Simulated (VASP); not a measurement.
# Ti: surface energy and work function by face, part 5 of 5

Which face of Ti is cheapest, and which holds its electrons hardest?

VASP 6.6.1; r2SCAN; plane waves and PAW (Ti).

So far. Step 5 (Vacuum level and density of states, 8 atoms, face …): The vacuum level lies 4.53 eV above the Fermi level at the upper face; both faces agree, as the slab has next to no dipole. Step 6 (Relaxing the slab, 12 atoms, face Ti(10-10)): The run ended after 12 ionic steps, 0.044 eV below its first step, once the forces on the free atoms met EDIFFG = -0.03.

**7. Vacuum level and density of states, 12 atoms, face Ti(10-10)**

File INCAR:

```
SYSTEM = Ti
PREC = Normal
ENCUT = 320
EDIFF = 1E-06
NELM = 120
ISMEAR = 1
SIGMA = 0.15
LREAL = .FALSE.
ALGO = Normal
METAGGA = R2SCAN
LASPH = .TRUE.
NBANDS = 36
LORBIT = 11
LWAVE = .FALSE.
LCHARG = .TRUE.
KPAR = 4
IDIPOL = 3
LDIPOL = .TRUE.
DIPOL = 0.5 0.5 0.5
LVHAR = .TRUE.
LVACPOTAV = .TRUE.
NEDOS = 1500
```

File POSCAR:

```
Ti
1.0
    2.9213449237      0.0000000000      0.0000000000
    0.0000000000      4.6076747043      0.0000000000
    0.0000000000      0.0000000000     28.4931142248
Ti
12
Direct
    0.0000000000      0.0000000000      0.2667341788
    0.5000000000      0.0000000000      0.3519587505
    0.5000000000      0.5000000000      0.2950875335
    0.0000000000      0.0000000000      0.4407282517
    0.0000000000      0.5000000000      0.3818162421
    0.5000000000      0.0000000000      0.5296778905
    0.5000000000      0.5000000000      0.4703221095
    0.0000000000      0.0000000000      0.6181837579
    0.0000000000      0.5000000000      0.5592717483
    0.5000000000      0.0000000000      0.7049124665
    0.5000000000      0.5000000000      0.6480412495
    0.0000000000      0.5000000000      0.7332658212
```

File KPOINTS:

```
Automatic mesh
0
Gamma
10 7 1
0 0 0
```

PAW data sets: Ti (PBE family, release 64).

Command:

```console
> mpirun -np 4 vasp_std
```

The log of the run:

```text
[... set-up lines as in an earlier step ...]
 entering main loop
       N       E                     dE             d eps       ncg     rms          rms(c)
DAV:   1     0.126606660064E+03    0.12661E+03   -0.11896E+04  1728   0.753E+02
DAV:   2    -0.131854272885E+03   -0.25846E+03   -0.24338E+03  1796   0.202E+02
DAV:   3    -0.160922115292E+03   -0.29068E+02   -0.27187E+02  2488   0.647E+01
DAV:   4    -0.162777008451E+03   -0.18549E+01   -0.17781E+01  2744   0.174E+01
DAV:   5    -0.162846548831E+03   -0.69540E-01   -0.68363E-01  2720   0.313E+00    0.372E+01
DAV:   6    -0.238196478549E+03   -0.75350E+02   -0.71112E+02  3440   0.752E+01    0.587E+01
DAV:   7    -0.193252143523E+03    0.44944E+02   -0.21109E+03  3264   0.143E+02    0.333E+01
DAV:   8    -0.170286273573E+03    0.22966E+02   -0.42039E+02  2904   0.116E+02    0.357E+01
DAV:   9    -0.153958093638E+03    0.16328E+02   -0.15986E+02  2796   0.753E+01    0.170E+01
DAV:  10    -0.154574019547E+03   -0.61593E+00   -0.16466E+01  2800   0.191E+01    0.156E+01
DAV:  11    -0.154018977851E+03    0.55504E+00   -0.13021E+00  2828   0.518E+00    0.138E+01
DAV:  12    -0.152446944567E+03    0.15720E+01   -0.21020E+00  2348   0.830E+00    0.926E+00
DAV:  13    -0.151446429426E+03    0.10005E+01   -0.15892E+00  2688   0.719E+00    0.597E+00
DAV:  14    -0.151322354155E+03    0.12408E+00   -0.12099E-01  2656   0.189E+00    0.542E+00
DAV:  15    -0.151192448258E+03    0.12991E+00   -0.68075E-02  2804   0.135E+00    0.487E+00
DAV:  16    -0.150713751883E+03    0.47870E+00   -0.14148E+00  2616   0.630E+00    0.180E+00
DAV:  17    -0.150760610179E+03   -0.46858E-01   -0.24224E-01  2740   0.252E+00    0.208E+00
DAV:  18    -0.150679956574E+03    0.80654E-01   -0.76717E-01  2640   0.437E+00    0.917E-01
DAV:  19    -0.150671637400E+03    0.83192E-02   -0.61208E-02  2460   0.134E+00    0.301E-01
DAV:  20    -0.150678818202E+03   -0.71808E-02   -0.14136E-02  2600   0.575E-01    0.571E-01
DAV:  21    -0.150675572059E+03    0.32461E-02   -0.31035E-02  2784   0.846E-01    0.867E-02
DAV:  22    -0.150676726158E+03   -0.11541E-02   -0.18772E-03  2308   0.237E-01    0.156E-01
DAV:  23    -0.150676860328E+03   -0.13417E-03   -0.14664E-03  2176   0.220E-01    0.454E-02
DAV:  24    -0.150677142165E+03   -0.28184E-03   -0.38748E-04  2484   0.930E-02    0.492E-02
DAV:  25    -0.150677251212E+03   -0.10905E-03   -0.22931E-04  2732   0.679E-02    0.969E-03
DAV:  26    -0.150677392763E+03   -0.14155E-03   -0.40434E-05  2272   0.265E-02    0.760E-03
DAV:  27    -0.150677476556E+03   -0.83792E-04   -0.21916E-05  2416   0.197E-02    0.110E-02
DAV:  28    -0.150677553960E+03   -0.77405E-04   -0.12663E-05  1944   0.156E-02    0.666E-03
DAV:  29    -0.150677600698E+03   -0.46738E-04   -0.14371E-05  2456   0.170E-02    0.319E-03
DAV:  30    -0.150677616943E+03   -0.16245E-04   -0.29232E-06  1524   0.898E-03    0.161E-03
DAV:  31    -0.150677623016E+03   -0.60735E-05   -0.13432E-06  1404   0.782E-03    0.132E-03
DAV:  32    -0.150677625614E+03   -0.25979E-05   -0.26635E-07  1156   0.334E-03    0.807E-04
DAV:  33    -0.150677629596E+03   -0.39820E-05   -0.41315E-07  1228   0.464E-03    0.358E-04
DAV:  34    -0.150677628132E+03    0.14640E-05   -0.89042E-08  1092   0.197E-03    0.381E-04
DAV:  35    -0.150677628983E+03   -0.85098E-06   -0.44930E-07  1144   0.554E-03
 [... a notice as in an earlier step ...]

   1 F= -.15067763E+03 E0= -.15067543E+03  d E =-.659731E-02
```

Wall time 2.4 min (4 MPI ranks of Intel Xeon Platinum 8488C (Sapphire Rapids), shared host); peak memory 1 GiB.

Parts of OUTCAR (step 7):

```text
   NELECT =      48.0000    total number of electrons

 dipolmoment           0.000000      0.000000     -0.000000 electrons x Angstroem

 E-fermi :  -0.0095

 k-point     1 :       0.0000    0.0000    0.0000
  band No.  band energies     occupation
    ...
     17      -0.6597      2.00000
     18      -0.6053      2.00000
     19      -0.5654      2.00000
     20      -0.3509      2.00594
     21      -0.0073      0.97479
     22       0.1793     -0.07057
     23       0.1984     -0.06455
     24       0.4789     -0.00004
     25       0.5730     -0.00000
     26       0.6638     -0.00000
    ...

  Total       -2.5423355     -2.8893759     -0.2006641      0.0000000      0.0000000      0.0000000
  in kB      -10.6203513    -12.0700777     -0.8382541      0.0000000      0.0000000      0.0000000
  external PRESSURE =      -7.8428944 kB  Pullay stress =       0.0000000 kB

 POSITION                                       TOTAL-FORCE (eV/Angst)
 -----------------------------------------------------------------------------------
      0.00000      0.00000      7.60009         0.000000      0.000000      0.012808
      1.46067      0.00000     10.02840         0.000000      0.000000      0.014151
      1.46067      2.30384      8.40796         0.000000      0.000000     -0.003239
      0.00000      0.00000     12.55772         0.000000      0.000000     -0.012694
      0.00000      2.30384     10.87913         0.000000      0.000000     -0.003607
      1.46067      0.00000     15.09217         0.000000      0.000000      0.020779
      1.46067      2.30384     13.40094         0.000000      0.000000     -0.020779
      0.00000      0.00000     17.61398         0.000000      0.000000      0.003607
      0.00000      2.30384     15.93539         0.000000      0.000000      0.012694
      1.46067      0.00000     20.08515         0.000000      0.000000      0.003239
      1.46067      2.30384     18.46471         0.000000      0.000000     -0.014151
      0.00000      2.30384     20.89303         0.000000      0.000000     -0.012808
 -----------------------------------------------------------------------------------
    total drift:                                0.000000      0.000000     -0.000000

  FREE ENERGIE OF THE ION-ELECTRON SYSTEM (eV)
  ---------------------------------------------------
  free  energy   TOTEN  =      -150.6776289830 eV

  energy  without entropy=     -150.6710316703  energy(sigma->0) =     -150.67542988

 vacuum level on the upper side and lower side of the slab         3.875         3.875

[... 8 parts as in an earlier step ...]

[... 9 further parts left out ...]
```

This step gave:

| Property | Result |
| --- | --- |
| electronic steps | 35 |
| Fermi energy | -0.0095 eV |
| dipole moment | 0, 0, 0 e·Å |
| vacuum levels | 3.875, 3.875 eV |
| work functions of the upper and lower face | 3.885, 3.885 eV |

The planar average of the electrostatic potential oscillates, so the rows of the table below give means over windows of 2.49 Å about each position, cut where the curve ends. Its maxima inside the range that stand out by 2 % of the span (Å: eV): 9.3: -2.00, 11.8: -1.78, 14.2: -1.73, 16.7: -1.78, 19.2: -2.00. Its minima: 8.0: -5.06, 10.4: -4.89, 13.0: -4.90, 15.5: -4.90, 18.1: -4.89, 20.5: -5.06.

Zero at the Fermi level. Table of planar average of the electrostatic potential by height; means over each step:

```
height (Å)  planar average of the electrostatic potential (eV)
      1.25                                                3.89
      3.74                                                3.87
      6.23                                                1.50
      8.71                                               -3.41
     11.21                                               -3.22
     13.70                                               -3.19
     16.19                                               -3.21
     18.68                                               -3.35
     21.17                                               -2.06
     23.66                                                3.69
     26.15                                                3.88
```

Density of states in the PAW spheres, an atom over height of the layer and energy from the Fermi level.

Ten even steps from '_' (0.00 states/eV) to '@' (2.19 states/eV), each cell a mean:
```
@@####%%%%%%%%%%%%####@@
%%##==------------==##%%
====----------------====
%%**++**########**++**%%
++++++++++++++++++++++++
--==++++==++++==++++==--
====++++========++++====
::--====--------====--::
..::----------------::..
........................
__....................__
________________________
________________________
________________________
________________________
________________________
________________________
________________________
________________________
________________________
________________________
________________________
```
Columns: height of the layer (Å) from 7.6 to 20.9 (not evenly spaced); rows upwards: energy from the Fermi level (eV) from -7.9 to 0.5.

Valence density in the ca plane at fractional y = 0.000, with atoms of Ti within 0.2 Å of it. It is the smooth field of the valence electrons, not physical close to the nuclei.

Ten even steps from '0' (0.0 e/Å³) to '9' (1.1 e/Å³), each cell a mean:
```
11222258842111112222587421111111000000000000
33211124431112232111244221123211000000000000
66421111222124663211112222246531000000000000
99521111122225995211111222369941000000000000
88521111122225884211111222258741000000000000
44321122321112443111222221134421000000000000
22221246642111122212466321112211000000000000
11222259952111112222599521111111000000000000
```
Columns run along c (16.0 Å, from fractional 0.35 to 0.91 of the cell), rows up along a (2.9 Å). Atoms in or near the plane, at fractional coordinates: Ti at (0.35, 0.50), Ti at (0.44, 0.00), Ti at (0.53, 0.50), Ti at (0.62, 0.00), Ti at (0.70, 0.50).

The map of layer states is cut here 0.5 eV above the Fermi level, so it leaves out the states above that.

The vacuum level lies 3.88 eV above the Fermi level at the upper face; both faces agree, as the slab has next to no dipole.

The program found no field-free point at its default tolerance, but its printed level agrees with the flat part of the planar average.

On this mesh the fine structure of the density of states is sampling noise, and high empty states may be cut by the number of bands.

**8. The faces side by side**

This step: surfaces of a metal, r2SCAN; plane waves and PAW (VASP 6.6.1).

No new run; the numbers come from the runs before.

Symmetric slabs, all atoms free. All faces:

```
     face  layers  area a surface atom (Å²)  work function (eV)  surface energy as cut (J/m²)  surface energy relaxed (J/m²)  change of the top spacing (%)
 Ti(0001)       8                     7.391               4.526                         2.315                          2.186                          -7.26
Ti(10-10)      12                     13.46               3.885                         2.245                          2.219                           -4.2
```

Each surface energy is the slab's energy less its number of atoms times the bulk energy of -12.8670 eV, over twice the cell's area.

**9. Outcome**

```json
{
 "Ti(0001)": "2.19 J/m², 4.53 eV",
 "Ti(10-10)": "2.22 J/m², 3.88 eV"
}
```

In words: The cheapest face is Ti(0001) at 2.19 J/m², against 2.22 for Ti(10-10). The work functions are 4.53 eV for Ti(0001) and 3.88 eV for Ti(10-10). The densest face has the highest work function, as the smoothing of the electron density over an open face lowers the surface dipole. The two cheapest faces differ by under 4 %, which one mesh and one thickness don't resolve. The top spacing changes by -7.3 % on Ti(0001) and -4.2 % on Ti(10-10). Of the two ends of the prism face, the one with the short outer spacing was run. One thickness was run for each face, and bulk and slab meshes don't match, which leaves some hundredths of a J/m². The cells are 1 × 1 and can't reconstruct.

[Lines on the potential files, build, host, timing and source positions are cut from VASP's logs without a mark.]

[Logs are printed without paths, hosts, clocks, repeated set-up lines and the standing remarks that a program may print on its own settings, such as how far it seeks lower states.]

[Hosts, paths, dates, database ids (printed as entryN), source tags and the programs' standing remarks are cut or masked in the printed files.]

[Runs that stopped without an error message from VASP are left out.]

[In band tables of VASP the shares of atoms and orbitals are scaled to a sum of 1 inside the atoms' spheres.]
